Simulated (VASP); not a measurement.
BiS:

```
Bi S
1.0
     2.10927    1.21779    3.50049
    -2.10927    1.21779    3.50049
     0.00000   -2.43558    3.50049
Bi S
1 1
Direct
  0.00000 0.00000 0.00000
  0.50000 0.50000 0.50000
```

The cell was built by a generator and needn't be a form met in nature.

* Program: VASP 6.6.1
* Task: relaxation of cell and atoms
* Functional: PBE
* Potentials or basis: VASP PAW PBE potentials, release 64 (Bi_d_GW, S_GW)
* Cutoff: 900 eV
* k mesh: 8 × 8 × 8
* Occupations: fermi-dirac, width 0.05 eV
* Spin: no spin polarisation

At the start: pressure -1.3 GPa; volume 26.97 Å³/atom.

Question: How do energy, volume and symmetry change on relaxing?

Answer: Over 13 steps the energy falls by 56.6 meV/atom and the volume is 25.27 Å³/atom (-6.3 %); space group R-3m (No. 166, to 0.05 Å).

Step by step:
```tsv
step	energy change (eV)	largest force (eV/Å)	pressure (GPa)	volume (Å³)
1	0.0000	0.0000	-1.33	53.95
2	-0.0048	0.0000	0.60	52.22
3	-0.0055	0.0000	0.04	52.68
4	-0.0055	0.0000	0.07	52.65
5	-0.0066	0.0000	0.09	52.62
6	-0.0110	0.0000	0.13	52.53
7	-0.0252	0.0000	0.09	52.31
8	-0.0721	0.0000	-0.05	51.74
9	-0.1046	0.0000	-0.26	50.18
10	-0.1122	0.0000	-0.25	50.87
11	-0.1131	0.0000	-0.23	50.73
12	-0.0970	0.0000	2.55	48.46
13	-0.1133	0.0000	-0.01	50.54
```

Final structure:
```yaml
crystal:
  lattice:
    - [1.91712, 1.10685, 3.96939]
    - [-1.91712, 1.10685, 3.96939]
    - [0.00000, -2.21370, 3.96939]
  atoms:
    - { symbol: Bi, position: [0.00000, 0.00000, 0.00000] }
    - { symbol: S, position: [0.50000, 0.50000, 0.50000] }
```
